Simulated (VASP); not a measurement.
RhSi (relaxed from the zinc blende structure, space group F-43m): computed properties

The numbers are results of PBEsol GGA, VASP's PBE PAW potentials (set 64) (plane waves; VASP), not measurements.

```yaml
space_group: F-43m (216)
cell: a = 5.258 Å, b = 5.258 Å, c = 5.258 Å, α = 90.00°, β = 90.00°, γ = 90.00°
volume_per_atom: 18.17 Å³/atom
band gap (over mesh and band path): none (metal, semimetal or under 0.01 eV)
density: 5.99 g/cm³
```

```xyz
2
Lattice="0.0000 2.6290 2.6290 2.6290 0.0000 2.6290 2.6290 2.6290 0.0000" Properties=species:S:1:pos:R:3 pbc="T T T"
Rh     0.0000     0.0000     0.0000
Si     1.3145     1.3145     1.3145
```

The structure was generated: RhSi was put into the zinc blende type (F-43m), which need not be its known phase. It was relaxed first, which changed the volume by -27 %. Symmetry was kept, so distortions that lower it aren't found. The electron count is odd and the run is not spin-polarised, which forces a metal.
